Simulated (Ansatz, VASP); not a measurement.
# PtF2 (rutile type (invented)) in two plane-wave programs

One calculation is typed for both programs; each brings its own data sets. How far apart do they land? The cell is generated by rule, not measured, and may not be a known phase. The two relaxations start from unlike cells of this crystal (the structure described is Ansatz's start), so only their ends are compared.

Program: Ansatz 0.2.0. Level of theory: plane waves, with VASP 6.6.1 beside it; relaxation of cell and atoms at PBE. Results are calculated unless marked as measured.

**1. Starting point**

It takes space group P4_2/mnm (No. 136, tetragonal). Conventional cell: a = 6.886 Å, b = 6.886 Å, c = 3.112 Å, α = 90.00°, β = 90.00°, γ = 90.00°. Nearest to Pt lie 4 F at 2.02 Å. F has 2 Pt at 2.02 Å nearest. Farther neighbours and most contacts between anions are not listed.

**2. VASP: relaxation of cell and atoms, PBE, pair 1**

The relaxed volume is the usual yardstick between codes: in a stiff, nearly cubic crystal its relative difference is about their pressure difference at one cell divided by the bulk modulus.

Lines of VASP's logs that name or quote its potential files are left out, and so is its time.

File INCAR:

```
SYSTEM = PtF2
PREC = Accurate
ENCUT = 600
EDIFF = 1E-07
NELM = 120
ISMEAR = 0
SIGMA = 0.02
LREAL = .FALSE.
ALGO = Normal
GGA = PE
NBANDS = 30
LASPH = .TRUE.
LORBIT = 11
LWAVE = .FALSE.
LCHARG = .FALSE.
ISIF = 3
IBRION = 2
NSW = 80
EDIFFG = -0.005
GGA_COMPAT = .FALSE.
NELMIN = 4
EFERMI = MIDGAP
KPAR = 2
```

File POSCAR:

```
PtF2
1.0
    6.5476302729      0.0000000000      0.0000000000
    0.0000000000      6.5476302729      0.0000000000
    0.0000000000      0.0000000000      3.1156455039
Pt F
2 4
Direct
    0.0000000000      0.0000000000      0.0000000000
    0.5000000000      0.5000000000      0.5000001607
    0.3599222529      0.3599222529      0.0000000000
    0.6400777471      0.6400777471      0.0000000000
    0.8599222529      0.1400777471      0.5000001607
    0.1400777471      0.8599222529      0.5000001607
```

File KPOINTS:

```
Automatic mesh
0
Gamma
4 4 10
0 0 0
```

Potentials, in the order of the species: Pt and F (PBE family, release 64).

On the command line:

```bash
> mpirun -np 2 vasp_std
```

Numbers of over 12 decimals in the logs are rounded to 6 here.

What it wrote:

```text
[banner, memory and clock lines left out]
running    2 mpi-ranks, on    1 nodes
 distrk:  each k-point on    1 cores,    2 groups
 distr:  one band on    1 cores,    1 groups

 POSCAR found type information on POSCAR PtF
 POSCAR found :  2 types and       6 ions
 LDA part: xc-table for (Slater+PW92), standard interpolation
 POSCAR, INCAR and KPOINTS ok, starting setup
 FFT: planning ... GRIDC
 FFT: planning ... GRID_SOFT
 FFT: planning ... GRID
 WAVECAR not read
 entering main loop
       N       E                     dE             d eps       ncg     rms          rms(c)
DAV:   1     0.393833978128E+03    0.39383E+03   -0.26779E+04  2168   0.162E+03
DAV:   2     0.153069262301E+01   -0.39230E+03   -0.37269E+03  2592   0.356E+02
DAV:   3    -0.277108757571E+02   -0.29242E+02   -0.28703E+02  2592   0.100E+02
DAV:   4    -0.281580623838E+02   -0.44719E+00   -0.44656E+00  2328   0.132E+01
DAV:   5    -0.281653609329E+02   -0.72985E-02   -0.72973E-02  2434   0.158E+00    0.260E+01
DAV:   6    -0.246581608576E+02    0.35072E+01   -0.13460E+01  2244   0.292E+01    0.158E+01
DAV:   7    -0.243332779392E+02    0.32488E+00   -0.15913E+00  2224   0.121E+01    0.105E+01
DAV:   8    -0.242724883003E+02    0.60790E-01   -0.36080E-01  2340   0.516E+00    0.209E+00
DAV:   9    -0.242524401611E+02    0.20048E-01   -0.69813E-02  2214   0.202E+00    0.372E-01
DAV:  10    -0.242521505195E+02    0.28964E-03   -0.51754E-03  2358   0.532E-01    0.309E-01
DAV:  11    -0.242520879927E+02    0.62527E-04   -0.12466E-03  2262   0.255E-01    0.699E-02
DAV:  12    -0.242521032822E+02   -0.15289E-04   -0.38902E-05  2214   0.530E-02    0.168E-02
DAV:  13    -0.242521055193E+02   -0.22371E-05   -0.80834E-06  2334   0.211E-02    0.299E-03
DAV:  14    -0.242521057681E+02   -0.24881E-06   -0.53559E-07  2248   0.496E-03    0.112E-03
DAV:  15    -0.242521058519E+02   -0.83780E-07   -0.62724E-08  1464   0.173E-03
   1 F= -.24252106E+02 E0= -.24252106E+02  d E =-.242521E+02
[... from here on, the cycles between the ionic steps are left out ...]
   2 F= -.24252120E+02 E0= -.24252120E+02  d E =-.137966E-04
   3 F= -.24252123E+02 E0= -.24252123E+02  d E =-.169616E-04
   4 F= -.24252151E+02 E0= -.24252151E+02  d E =-.277348E-04
   5 F= -.24252225E+02 E0= -.24252225E+02  d E =-.101998E-03
   6 F= -.24252340E+02 E0= -.24252340E+02  d E =-.217413E-03
   7 F= -.24252453E+02 E0= -.24252453E+02  d E =-.330297E-03
   8 F= -.24252497E+02 E0= -.24252497E+02  d E =-.442812E-04
   9 F= -.24252501E+02 E0= -.24252501E+02  d E =-.478321E-04
  10 F= -.24252537E+02 E0= -.24252537E+02  d E =-.360929E-04
 trial-energy change:   -0.000036  1 .order   -0.000036   -0.000044   -0.000028
 step:   1.7483(harm=  1.7483)  dis= 0.00007  next Energy=   -24.252562 (dE=-0.610E-04)
 bond charge predicted
       N       E                     dE             d eps       ncg     rms          rms(c)
DAV:   1    -0.242543736827E+02   -0.18366E-02   -0.49373E-02  2172   0.160E+00    0.312E-01
DAV:   2    -0.242527139191E+02    0.16598E-02   -0.41177E-03  2172   0.427E-01    0.888E-02
DAV:   3    -0.242525841381E+02    0.12978E-03   -0.31727E-04  2340   0.125E-01    0.678E-02
DAV:   4    -0.242525699996E+02    0.14139E-04   -0.26322E-05  2280   0.351E-02    0.320E-02
DAV:   5    -0.242525653689E+02    0.46307E-05   -0.63743E-06  2300   0.225E-02    0.438E-03
DAV:   6    -0.242525650222E+02    0.34674E-06   -0.45838E-07  2278   0.491E-03    0.231E-03
DAV:   7    -0.242525647394E+02    0.28279E-06   -0.10532E-07  1520   0.216E-03    0.442E-04
DAV:   8    -0.242525647254E+02    0.13983E-07   -0.15181E-08  1314   0.817E-04
  11 F= -.24252565E+02 E0= -.24252565E+02  d E =-.637828E-04
 curvature:  -2.43 expect dE=-0.104E-04 dE for cont linesearch -0.363E-07
 trial: gam= 0.23029 g(F)=  0.150E-05 g(S)=  0.279E-05 ort = 0.170E-05 (trialstep = 0.853E+00)
 search vector abs. value=  0.153E-04
 reached required accuracy - stopping structural energy minimisation
```

Parts of OUTCAR (step 2):

```text
ion  position               nearest neighbor table
   1  0.000  0.000  0.000-   5 2.03   6 2.03   5 2.03   6 2.03
   2  0.500  0.500  0.500-   3 2.03   4 2.03   3 2.03   4 2.03
   3  0.360  0.360  0.000-   2 2.03   2 2.03
   4  0.640  0.640  0.000-   2 2.03   2 2.03
   5  0.860  0.140  0.500-   1 2.03   1 2.03
   6  0.140  0.860  0.500-   1 2.03   1 2.03

  LATTYP: Found a simple tetragonal cell.
 ALAT       =     6.5476302729
 C/A-ratio  =     0.4758432248

 Subroutine GETGRP returns: Found 16 space group operations
 (whereof  8 operations were pure point group operations)

The static configuration has the point symmetry D_2h.
 The point group associated with its full space group is D_4h.

 Found     36 irreducible k-points:

   k-points           NKPTS =     36   k-points in BZ     NKDIM =     36   number of bands    NBANDS=     30

   dimension x,y,z NGX =    54 NGY =   54 NGZ =   28
   dimension x,y,z NGXF=   108 NGYF=  108 NGZF=   56

   ENCUT  =  600.0 eV  44.10 Ry    6.64 a.u.  13.08 13.08  6.22*2*pi/ulx,y,z

   NELECT =      48.0000    total number of electrons

 k-points in reciprocal lattice and weights: Automatic mesh
   0.00000000  0.00000000  0.00000000       0.006
   0.25000000  0.00000000  0.00000000       0.025
   0.50000000  0.00000000  0.00000000       0.013
   0.25000000  0.25000000  0.00000000       0.025
   0.50000000  0.25000000  0.00000000       0.025
   0.50000000  0.50000000  0.00000000       0.006
   0.00000000  0.00000000  0.10000000       0.013
   0.25000000  0.00000000  0.10000000       0.050
   0.50000000  0.00000000  0.10000000       0.025
[...]
0.50000000  0.25000000  0.50000000       0.025
   0.50000000  0.50000000  0.50000000       0.006

 average (electrostatic) potential at core
       1 -73.9156       2 -73.9156       3 -81.0676       4 -81.0676       5 -81.0676
       6 -81.0676

 E-fermi :  -0.1991

 k-point     1 :       0.0000    0.0000    0.0000
  band No.  band energies     occupation
    ...
     20      -1.5618      2.00000
     21      -1.3571      2.00000
     22      -1.1554      2.00000
     23      -0.8578      2.00000
     24      -0.7759      2.00000
     25       1.3683      0.00000
     26       1.3683      0.00000
     27       1.9659      0.00000
     28       3.9580      0.00000
     29       5.5015      0.00000
    ...

 k-point     2 :       0.2500    0.0000    0.0000
  band No.  band energies     occupation
    ...
     20      -1.5615      2.00000
     21      -1.2991      2.00000
     22      -1.1481      2.00000
     23      -0.8458      2.00000
     24      -0.7879      2.00000
     25       1.3679      0.00000
     26       1.3679      0.00000
     27       2.1031      0.00000
     28       3.4096      0.00000
     29       5.6768      0.00000
    ...

 k-point     3 :       0.5000    0.0000    0.0000
  band No.  band energies     occupation
    ...
     20      -1.5612      2.00000
     21      -1.1912      2.00000
     22      -1.1912      2.00000
     23      -0.8168      2.00000
     24      -0.8168      2.00000
     25       1.3675      0.00000
     26       1.3675      0.00000
     27       2.5956      0.00000
     28       2.5956      0.00000
     29       6.0417      0.00000
    ...

  Total       -0.0027459     -0.0027459     -0.0182194     -0.0000000      0.0000000      0.0000000
  in kB       -0.0323753     -0.0323753     -0.2148182     -0.0000000      0.0000000      0.0000000
  external PRESSURE =      -0.0931896 kB  Pullay stress =       0.0000000 kB

  energy-cutoff  :      600.00
  volume of cell :      135.89
      direct lattice vectors                 reciprocal lattice vectors
     6.603260055 -0.000000000  0.000000000     0.151440348 -0.000000000  0.000000000
     0.000000000  6.603260055  0.000000000     0.000000000  0.151440348  0.000000000
     0.000000000  0.000000000  3.116430395     0.000000000  0.000000000  0.320879941

 POSITION                                       TOTAL-FORCE (eV/Angst)
 -----------------------------------------------------------------------------------
      0.00000      0.00000      0.00000         0.000000      0.000000      0.000000
      3.30163      3.30163      1.55822        -0.000000      0.000000      0.000000
      2.38484      2.38484      0.00000         0.001970      0.001970      0.000000
      4.21842      4.21842      0.00000        -0.001970     -0.001970      0.000000
      5.68647      0.91679      1.55822         0.001970     -0.001970      0.000000
      0.91679      5.68647      1.55822        -0.001970      0.001970      0.000000
 -----------------------------------------------------------------------------------
    total drift:                               -0.000000      0.000000     -0.001806

  FREE ENERGIE OF THE ION-ELECTRON SYSTEM (eV)
  ---------------------------------------------------
  free  energy   TOTEN  =       -24.2525647254 eV

  energy  without entropy=      -24.2525647254  energy(sigma->0) =      -24.25256473

 reached required accuracy - stopping structural energy minimisation

 total charge
# of ion       s       p       d       tot
------------------------------------------
    1        0.546   0.390   8.035   8.971
    2        0.546   0.390   8.035   8.971
    3        1.736   4.289   0.000   6.025
    4        1.736   4.289   0.000   6.025
    5        1.736   4.289   0.000   6.025
    6        1.736   4.289   0.000   6.025
--------------------------------------------------
tot          8.037  17.937  16.070  42.043

[... 3 further parts left out ...]
```

CONTCAR:

```
PtF2
   1.00000000000000
     6.6032600550077598   -0.0000000000000000    0.0000000000000000
     0.0000000000000000    6.6032600550077598    0.0000000000000000
     0.0000000000000000    0.0000000000000000    3.1164303947236811
  Pt              F
     2     4
Direct
     0.0000000000000000    0.0000000000000000    0.0000000000000000
     0.5000000000000000    0.5000000000000000    0.5000001606999973
     0.3611608645793086    0.3611608645793086    0.0000000000000000
     0.6388391354206914    0.6388391354206914    0.0000000000000000
     0.8611608645793086    0.1388391354206914    0.5000001606999973
     0.1388391354206914    0.8611608645793086    0.5000001606999973
```

The run keeps the 16 symmetry operations of its start, so it cannot find a distortion of lower symmetry.

(Continued in part 2 of 3.)

[Lines on the potential files, build, host, timing and source positions are cut from VASP's logs without a mark.]

[Logs are printed without paths, hosts, clocks, repeated set-up lines and the standing remarks that a program may print on its own settings, such as how far it seeks lower states.]

[Hosts, paths, dates, database ids (printed as entryN), source tags and the programs' standing remarks are cut or masked in the printed files.]
